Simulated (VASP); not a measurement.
Consider the following.

```
CELL_PARAMETERS angstrom
      0.00000     2.79406     2.79406
      2.79406     0.00000     2.79406
      2.79406     2.79406     0.00000
ATOMIC_POSITIONS crystal
  Na 0.00077 0.99148 0.99221
  Cl 0.49923 0.50852 0.50779
```

The numbers are results of PBE0 hybrid, VASP's PBE PAW potentials (set 64) (plane waves; VASP 6.6.1), not measurements. Numerical set-up: 300 eV cut-off, 5×5×5 Γ-centred mesh, Gaussian smearing of 0.020 eV, potentials Na_pv Cl.

Problem. What does the run give for the energy per atom (σ→0), band gap (on the k-mesh) with the smallest direct gap where there is one?

Solution. 
```yaml
band gap (on the k-mesh): 7.31 eV
smallest direct gap (on the k-mesh): 7.31 eV
energy per atom (σ→0): -4.186 eV/atom
```

Total energies compare only between runs with the same potentials, cut-off and functional.

The structure comes from a computed database's NaCl entry; how it stands against other phases isn't given here. The cell was not relaxed at this level, atoms are displaced from their ideal sites.
